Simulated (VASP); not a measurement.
Zn (hcp): the lattice constant a from VASP (plane waves, PAW) at several levels of theory. Static lattice.  The measured value holds thermal and zero-point effects that the static calculation lacks.

```json
[
 {"level": "LDA", "lattice constant a (Å)": "2.578", "error against measurement": "-3.2 %"},
 {"level": "PBE", "lattice constant a (Å)": "2.667", "error against measurement": "+0.1 %"},
 {"level": "PBEsol", "lattice constant a (Å)": "2.615", "error against measurement": "-1.9 %"}
]
```

Measured: 2.665 Å at 293 K (as given by Wikipedia, Zinc (infobox)).

The cell of the LDA run:

```
CELL_PARAMETERS angstrom
      1.28903    -2.23266     0.00000
      1.28903     2.23266     0.00000
      0.00000     0.00000     4.74198
ATOMIC_POSITIONS crystal
  Zn 0.33333 0.66667 0.25000
  Zn 0.66667 0.33333 0.75000
```

Only levels that ran to the end are used. Left out are those held back, those with too coarse a band path, GW runs whose mesh misses a band edge, hybrids' fits of cells that aren't cubic and levels without matching references; a question may draw on a part of the rest.

The compound is Zn in the hcp structure.
